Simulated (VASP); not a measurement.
Consider the following.

```
PbSnSeTe
1.0
    2.18936     1.26403     7.13646
   -2.18936     1.26403     7.13646
    0.00000    -2.52806     7.13646
Sn Te Pb Se
1 1 1 1
Cartesian
  0.00000   0.00000  10.55808
  0.00000   0.00000   5.31107
  0.00000   0.00000   0.09942
  0.00000   0.00000  16.14522
```

All values below come from PBEsol GGA, VASP's PBE PAW potentials (set 64) (plane waves; VASP 6.6.1). Settings: 400 eV cut-off, 7×7×7 Γ-centred mesh, tetrahedra with Blöchl corrections, potentials Sn_d Te Pb_d Se.

Question: Estimate the energy per atom (σ→0).

Answer: 
```json
{
  "energy per atom (σ→0)": "-4.303 eV/atom"
}
```

The absolute energy has meaning only against runs of the same code, potentials and settings.

The structure comes from a computed database's SnTePbSe entry (R3m); how it stands against other phases isn't given here. It was relaxed first, which changed the volume by -6 %.
